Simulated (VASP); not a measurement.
Given:

```yaml
crystal:
  lattice:
    - [0.00000, 3.02174, 3.02174]
    - [3.02174, 0.00000, 3.02174]
    - [3.02174, 3.02174, 0.00000]
  atoms:
    - { symbol: Al, position: [0.25000, 0.25000, 0.25000] }
    - { symbol: Al, position: [0.75000, 0.75000, 0.75000] }
    - { symbol: Au, position: [0.00000, 0.00000, 0.00000] }
```

Calculation: PBE GGA with D3 dispersion (zero damping), VASP's PBE PAW potentials (set 64) (plane waves; VASP). Settings: 520 eV cut-off, 9×9×9 Γ-centred mesh, first-order Methfessel-Paxton smearing of 0.10 eV, potentials Al Au.

The job: AuAl₂ (fluorite), 3 atoms, PBE-D3 (zero damping), static run, 520 eV, 9×9×9 Γ-centred mesh. Roughly how much core time does it take on a busy server core?

About 10 core-seconds (one run on a shared machine, a rough figure). It had 35 irreducible k-points, 12 bands, up to 1499 plane waves and 13 electronic steps.

The compound is AuAl2 in the fluorite structure. This cell is one point of a volume scan, at 1.03 of the reference volume.
